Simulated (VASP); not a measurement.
Computed with PBEsol GGA, VASP's PBE PAW potentials (set 64) (plane waves; VASP 6.6.1).

VASP input:

### KPOINTS
```
k-points along high-symmetry lines
15
Line-mode
Reciprocal
  0.000000   0.000000   0.000000 ! GAMMA
  0.000000   0.500000   0.000000 ! X

  0.000000   0.500000   0.000000 ! X
  0.500000   0.500000   0.000000 ! M

  0.500000   0.500000   0.000000 ! M
  0.000000   0.000000   0.000000 ! GAMMA

  0.000000   0.000000   0.000000 ! GAMMA
  0.500000   0.500000   0.500000 ! R

  0.500000   0.500000   0.500000 ! R
  0.000000   0.500000   0.000000 ! X

  0.500000   0.500000   0.500000 ! R
  0.500000   0.500000   0.000000 ! M
```

INCAR:
```
SYSTEM = HgZn3Te4
PREC = Accurate
ENCUT = 400
EDIFF = 1E-7
NELM = 100
ALGO = Normal
LREAL = .FALSE.
LASPH = .TRUE.
ISMEAR = 0
SIGMA = 0.05
GGA = PS
LMAXMIX = 6
LWAVE = .FALSE.
LCHARG = .FALSE.
LORBIT = 11
ICHARG = 11
```

POSCAR:
```
HgZn3Te4
1.0
  6.1782260080   0.0000000000   0.0000000000
  0.0000000000   6.1782260080   0.0000000000
  0.0000000000   0.0000000000   6.1782260080
Zn Te Hg
3 4 1
Cartesian
  0.0000000000   0.0000000000   0.0000000000
  3.0891130040   3.0891130040   0.0000000000
  3.0891130040   0.0000000000   3.0891130040
  1.6096826608   1.4794303432   1.4794303432
  4.5685433472   4.6987956648   1.4794303432
  4.5685433472   1.4794303432   4.6987956648
  1.6096826608   4.6987956648   4.6987956648
  0.0000000000   3.0891130040   3.0891130040
```

POTCAR, in this order: Zn Te Hg (PBE.64 set). Program: vasp_std. Read from the step before: CHGCAR.

The resulting files:

OSZICAR:
```
       N       E                     dE             d eps       ncg     rms          rms(c)
DAV:   1     0.462916343566E+03    0.46292E+03   -0.27466E+04  7740   0.141E+03
DAV:   2     0.238127415615E+02   -0.43910E+03   -0.42825E+03  8171   0.346E+02
DAV:   3    -0.194986642902E+02   -0.43311E+02   -0.42557E+02  8964   0.114E+02
DAV:   4    -0.207102595349E+02   -0.12116E+01   -0.12073E+01  8775   0.181E+01
DAV:   5    -0.207409711515E+02   -0.30712E-01   -0.30708E-01  9530   0.251E+00
DAV:   6    -0.207414064224E+02   -0.43527E-03   -0.43525E-03  8794   0.329E-01
DAV:   7    -0.207414221229E+02   -0.15701E-04   -0.15700E-04  9985   0.563E-02
DAV:   8    -0.207414226715E+02   -0.54859E-06   -0.54856E-06  8467   0.969E-03
DAV:   9    -0.207414227003E+02   -0.28784E-07   -0.28700E-07  7058   0.199E-03
   1 F= -.20741423E+02 E0= -.20741423E+02  d E =-.501463E-11
```

OUTCAR:
```
 val. band max:        3.0968782879   @ k =   0.0000   0.0000   0.0000

 cond. band min:       3.7400127842   @ k =   0.0000   0.0000   0.0000



 k-point     1 :       0.0000    0.0000    0.0000
  band No.  band energies     occupation
      1      -8.8045      2.00000
      2      -7.7032      2.00000
      3      -7.7032      2.00000
      4      -7.7032      2.00000
      5      -3.9318      2.00000
      6      -3.9318      2.00000
      7      -3.9318      2.00000
      8      -3.8846      2.00000
      9      -3.8381      2.00000
     10      -3.8381      2.00000
     11      -3.7813      2.00000
     12      -3.7813      2.00000
     13      -3.7813      2.00000
     14      -3.7090      2.00000
     15      -3.7090      2.00000
     16      -3.7090      2.00000
     17      -3.6797      2.00000
     18      -3.6797      2.00000
     19      -3.6665      2.00000
     20      -3.5211      2.00000
     21      -3.5211      2.00000
     22      -3.3521      2.00000
     23      -3.3521      2.00000
     24      -3.3521      2.00000
     25      -2.1983      2.00000
     26      -1.9682      2.00000
     27      -1.9682      2.00000
     28       0.8169      2.00000
     29       0.8169      2.00000
     30       0.8169      2.00000
     31       0.9127      2.00000
     32       0.9127      2.00000
     33       0.9127      2.00000
     34       3.0969      2.00000
     35       3.0969      2.00000
     36       3.0969      2.00000
     37       3.7400      0.00000
     38       4.5391      0.00000
     39       5.4529      0.00000
     40       5.4529      0.00000
     41       5.4529      0.00000
     42       5.5623      0.00000
     43       5.5623      0.00000

 k-point     2 :       0.0000    0.0357    0.0000
  band No.  band energies     occupation
      1      -8.8017      2.00000
      2      -7.7074      2.00000
      3      -7.7031      2.00000
      4      -7.7031      2.00000
      5      -3.9320      2.00000
      6      -3.9314      2.00000
...
```

The density is held fixed in this step, so its total energy and stress have no physical meaning. Unless said otherwise, spin-orbit coupling is left out, though it shifts the bands of the heavy elements here.

The structure was generated: HgZn3Te4 was put into an ordered model structure (P-43m), which need not be its known phase. It was relaxed first.
